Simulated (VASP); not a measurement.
Input for VASP

**POSCAR**
```
PbTe
6.460
  0.0000000000   0.5000000000   0.5000000000
  0.5000000000   0.0000000000   0.5000000000
  0.5000000000   0.5000000000   0.0000000000
Te Pb
1 1
Cart
  0.5000000000   0.5000000000   0.5000000000
  0.0000000000   0.0000000000   0.0000000000
```

INCAR:
```
SYSTEM  =  PbTe
PREC  =  Accurate; ENCUT  =  300; LREAL  =  .FALSE.
LASPH  =  .TRUE.
EDIFF  =  1E-6; NELM  =  100; ALGO  =  Normal
LMAXMIX  =  4
ISMEAR  =  -1; SIGMA  =  0.01
GGA  =  PS
ISIF  =  2
LWAVE  =  .FALSE.; LCHARG  =  .FALSE.
```

KPOINTS:
```
Automatic mesh
0
Gamma
6 6 6
0 0 0
```

POTCAR, in this order: Te Pb_d (PBE.64 set). Program: vasp_std.

### Question
Translate this PBEsol calculation to Quantum ESPRESSO's pw.x.

### Answer
One equivalent input (not run):
```
&CONTROL
  calculation = 'scf'
  pseudo_dir = './pseudo'
  outdir = './out'
  tprnfor = .true.
  tstress = .true.
/
&SYSTEM
  ibrav = 0
  nat = 2
  ntyp = 2
  ecutwfc = 82.3
  occupations = 'smearing'
  smearing = 'fermi-dirac'
  degauss = 0.000735
  input_dft = 'pbesol'
/
&ELECTRONS
  conv_thr = 7.3e-08
  electron_maxstep = 100
/
ATOMIC_SPECIES
  Te 127.600 Te.upf
  Pb 207.200 Pb.upf
CELL_PARAMETERS angstrom
     0.0000000    3.2300000    3.2300000
     3.2300000    0.0000000    3.2300000
     3.2300000    3.2300000    0.0000000
ATOMIC_POSITIONS crystal
  Te   0.5000000  0.5000000  0.5000000
  Pb   0.0000000  0.0000000  0.0000000
K_POINTS automatic
  6 6 6 0 0 0
```
Limits of the translation: the potentials are each code's own (VASP's PAW set, PseudoDojo norm-conserving files in pw.x), so ENCUT and ecutwfc are chosen apart and not converted; conv_thr bounds pw.x's estimated SCF error, while EDIFF bounds the energy change between steps.

The structure is a typed PbTe crystal (Fm-3m). The cell was not relaxed at this level.
